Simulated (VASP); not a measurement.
A convergence study with VASP on Ti (hcp): a few settings are varied, all else stays as given below, so the limit is that of these other settings. The cell's lengths are 1 % over those of the tabulated start and one atom is moved, so it is off equilibrium.

```
CELL_PARAMETERS angstrom
      1.48975    -2.58032     0.00000
      1.48975     2.58032     0.00000
      0.00000     0.00000     4.72680
ATOMIC_POSITIONS crystal
  Ti 0.33333 0.66667 0.25000
  Ti 0.68701 0.35367 0.75000
```

Method: LDA (Ceperley-Alder, Perdew-Zunger), VASP's LDA PAW potentials (set 64) (plane waves; VASP). The last row used: 550 eV cut-off, 12×12×7 Γ-centred mesh, first-order Methfessel-Paxton smearing of 0.10 eV, potentials Ti_sv.

```csv
setting,E (eV/atom),pressure (GPa),largest force (eV/Å),electronic steps
"ALGO = Normal, EDIFF = 1E-2",-8.4597,-15.01,0.081,9
"ALGO = Normal, EDIFF = 1E-3",-8.4599,-13.13,0.079,10
"ALGO = Normal, EDIFF = 1E-4",-8.4599,-12.52,0.079,11
"ALGO = Normal, EDIFF = 1E-5",-8.4599,-12.41,0.079,12
"ALGO = Normal, EDIFF = 1E-6",-8.4599,-12.35,0.079,13
"ALGO = Normal, EDIFF = 1E-7",-8.4599,-12.37,0.079,14
"ALGO = Normal, EDIFF = 1E-8",-8.4599,-12.37,0.079,15
"ALGO = Normal, EDIFF = 1E-9",-8.4599,-12.37,0.079,16
"ALGO = Fast, EDIFF = 1E-2",-8.4582,-13.04,0.083,10
"ALGO = Fast, EDIFF = 1E-3",-8.4593,-13.15,0.080,12
"ALGO = Fast, EDIFF = 1E-4",-8.4598,-12.35,0.079,17
"ALGO = Fast, EDIFF = 1E-5",-8.4599,-12.54,0.079,24
"ALGO = Fast, EDIFF = 1E-6",-8.4599,-12.46,0.079,33
"ALGO = Fast, EDIFF = 1E-7",-8.4599,-12.57,0.079,44
"ALGO = Fast, EDIFF = 1E-8",-8.4599,-12.60,0.079,59
"ALGO = All, EDIFF = 1E-2",-8.4585,-12.24,0.079,12
"ALGO = All, EDIFF = 1E-3",-8.4596,-12.70,0.080,14
"ALGO = All, EDIFF = 1E-4",-8.4599,-12.57,0.079,17
"ALGO = All, EDIFF = 1E-5",-8.4599,-12.37,0.079,21
"ALGO = All, EDIFF = 1E-6",-8.4599,-12.35,0.079,27
"ALGO = All, EDIFF = 1E-7",-8.4599,-12.37,0.079,33
"ALGO = All, EDIFF = 1E-8",-8.4599,-12.37,0.079,39
"ALGO = All, EDIFF = 1E-9",-8.4599,-12.37,0.079,44
```

Left out are rungs that failed or repeat a setting and relaxations that didn't move; long series are thinned to 24 rows.

The compound is Ti in the hcp structure. The cell was not relaxed at this level, it is distorted from the ideal structure.
